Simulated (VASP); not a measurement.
Data:

```
Y
1.0
    1.82500    -3.16099     0.00000
    1.82500     3.16099     0.00000
    0.00000     0.00000     5.73000
Y
2
Direct
  0.33333   0.66667   0.25000
  0.66667   0.33333   0.75000
```

These are PBE GGA with D3 dispersion (Becke-Johnson damping), VASP's PBE PAW potentials (set 64) (plane waves; VASP) values and carry that method's errors. Settings: 520 eV cut-off, 10×10×6 Γ-centred mesh, first-order Methfessel-Paxton smearing of 0.10 eV, potentials Y_sv.

Energy and stress use the plane-wave basis of the starting cell.

**Question.** The ions, cell shape and volume are relaxed. Give the cell that the relaxation ends in.

**Answer.** 
```
Y
1.0
    1.80521    -3.12672     0.00000
    1.80521     3.12672     0.00000
    0.00000     0.00000     5.56045
Y
2
Cartesian
  1.80521   1.04224   1.39011
  1.80521  -1.04224   4.17034
```
Space group P6_3/mmc (194), at a tolerance of 0.03 Å.

**Question.** How do energy and volume change from the first to the last step?

**Answer.** The energy (σ→0) changes by -12.6 meV/atom and the volume by -5.1 %, in 5 ionic steps.

```tsv
step	E(σ→0) (eV)	max force (eV/Å)	pressure (GPa)	volume (Å³)
1	-13.5353	0.000	-2.08	66.11
2	-13.5588	0.000	0.50	62.08
3	-13.5597	0.000	0.07	62.67
4	-13.5604	0.000	0.03	62.73
5	-13.5605	0.000	0.00	62.77
```

The compound is Y in the hcp structure. This run relaxes it. Symmetry was kept, so distortions that lower it aren't found.
